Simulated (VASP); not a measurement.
All values below come from PBEsol GGA, VASP's PBE PAW potentials (set 64) (plane waves; VASP).

The input files of a VASP run:

**INCAR**
```
ALGO = Normal
EDIFF = 1E-6
EDIFFG = -0.02
ENCUT = 500
GGA = PS
IBRION = 2
ISIF = 3
ISMEAR = 1
LASPH = T
LCHARG = F
LMAXMIX = 4
LREAL = F
LWAVE = F
NELM = 100
NSW = 40
PREC = Accurate
PSTRESS = 300
SIGMA = 0.1
SYSTEM = V
```

File POSCAR:
```
V
1
   -1.4212324397     1.4212324397     1.4212324397
    1.4212324397    -1.4212324397     1.4212324397
    1.4212324397     1.4212324397    -1.4212324397
V
1
Direct
  0.0000000000   1.0000000000   1.0000000000
```

### KPOINTS
```
K-points
0
gamma
 18 18 18
```

POTCAR, in this order: V_sv (PBE.64 set). Program: vasp_std.

What VASP printed:

File OSZICAR:
```
       N       E                     dE             d eps       ncg     rms          rms(c)
DAV:   1     0.821463139674E+02    0.82146E+02   -0.71949E+03  3900   0.142E+03
DAV:   2    -0.940724459767E+01   -0.91554E+02   -0.89671E+02  4028   0.367E+02
DAV:   3    -0.107527724165E+02   -0.13455E+01   -0.13268E+01  4028   0.526E+01
DAV:   4    -0.107600635092E+02   -0.72911E-02   -0.72906E-02  3948   0.415E+00
DAV:   5    -0.107601514917E+02   -0.87983E-04   -0.87985E-04  4026   0.441E-01    0.244E+01
DAV:   6    -0.955052132040E+01    0.12096E+01   -0.41825E+00  3922   0.323E+01    0.460E+00
DAV:   7    -0.951783395843E+01    0.32687E-01   -0.58412E-02  3946   0.306E+00    0.162E+00
DAV:   8    -0.950934805060E+01    0.84859E-02   -0.78207E-03  3916   0.161E+00    0.551E-02
DAV:   9    -0.950929205266E+01    0.55998E-04   -0.15034E-04  3928   0.227E-01    0.302E-02
DAV:  10    -0.950929911861E+01   -0.70659E-05   -0.46024E-06  3862   0.273E-02    0.334E-03
DAV:  11    -0.950929930247E+01   -0.18386E-06   -0.60183E-07  1972   0.125E-02
   1 F= -.73591630E+01 E0= -.73590907E+01  d E =-.735916E+01
```

OUTCAR:
```
------------------------ aborting loop because EDIFF is reached ----------------------------------------
  FORCE on cell =-STRESS in cart. coord.  units (eV):
  Direction    XX          YY          ZZ          XY          YZ          ZX
  --------------------------------------------------------------------------------------
  Total        2.1414533      2.1414533      2.1414533      0.0000000     -0.0000000     -0.0000000
  in kB      298.7884853    298.7884853    298.7884853      0.0000000     -0.0000000     -0.0000000
  external PRESSURE =      -1.2115147 kB  Pullay stress =     300.0000000 kB
  volume of cell :       11.48
      direct lattice vectors                 reciprocal lattice vectors
    -1.421232440  1.421232440  1.421232440     0.000000000  0.351807337  0.351807337
     1.421232440 -1.421232440  1.421232440     0.351807337  0.000000000  0.351807337
     1.421232440  1.421232440 -1.421232440     0.351807337  0.351807337  0.000000000
 POSITION                                       TOTAL-FORCE (eV/Angst)
 -----------------------------------------------------------------------------------
      0.00000      0.00000      0.00000        -0.000000     -0.000000      0.000000
 -----------------------------------------------------------------------------------
    total drift:                                0.000000     -0.000000      0.000000
  FREE ENERGIE OF THE ION-ELECTRON SYSTEM (eV)
  ---------------------------------------------------
  free  energy   TOTEN  =        -9.5092993025 eV

  energy  without entropy=       -9.5090823828  energy(sigma->0) =       -9.50922700
  enthalpy is  TOTEN    =        -7.3591629652 eV   P V=        2.1501363373

 reached required accuracy - stopping structural energy minimisation
```
(Selected blocks of OUTCAR.)

OUTCAR:
```
 val. band max:       11.6714198897   @ k =  -0.3889   0.4444   0.1667

 cond. band min:      11.6889168781   @ k =   0.1667   0.0556   0.0000


 Fermi energy:        11.6774573459

 k-point     1 :       0.0000    0.0000    0.0000
  band No.  band energies     occupation
      1     -51.6441      2.00000
      2     -24.7044      2.00000
      3     -24.7044      2.00000
      4     -24.7044      2.00000
      5       4.8134      2.00000
      6      12.1109     -0.00000
      7      12.1109     -0.00000
      8      12.1109     -0.00000
      9      14.5573      0.00000
     10      14.5573      0.00000

 k-point     2 :       0.0556    0.0000    0.0000
  band No.  band energies     occupation
      1     -51.6331      2.00000
      2     -24.7521      2.00000
      3     -24.7184      2.00000
      4     -24.7049      2.00000
      5       4.9594      2.00000
      6      12.0426     -0.00000
      7      12.0969     -0.00000
      8      12.2221     -0.00000
      9      14.4745      0.00000
     10      14.5612      0.00000

 k-point     3 :       0.1111    0.0000    0.0000
  band No.  band energies     occupation
      1     -51.6014      2.00000
      2     -24.8881      2.00000
      3     -24.7584      2.00000
      4     -24.7063      2.00000
      5       5.3815      2.00000
      6      11.8506     -0.03440
      7      12.0332     -0.00001
      8      12.5487     -0.00000
      9      14.2867      0.00000
     10      14.5759      0.00000

 k-point     4 :       0.1667    0.0000    0.0000
  band No.  band energies     occupation
      1     -51.5526      2.00000
      2     -25.0938      2.00000
      3     -24.8194      2.00000
      4     -24.7086      2.00000
      5       6.0275      2.00000
      6      11.5684      2.06427
      7      11.8826     -0.01347
      8      13.0699     -0.00000
      9      14.1344      0.00000
     10      14.6083      0.00000

 k-point     5 :       0.2222    0.0000    0.0000
...
```

The compound is V in the bcc structure. It was relaxed first under an external pressure of 30 GPa. The run is not spin-polarised, so no magnetic state was tried.
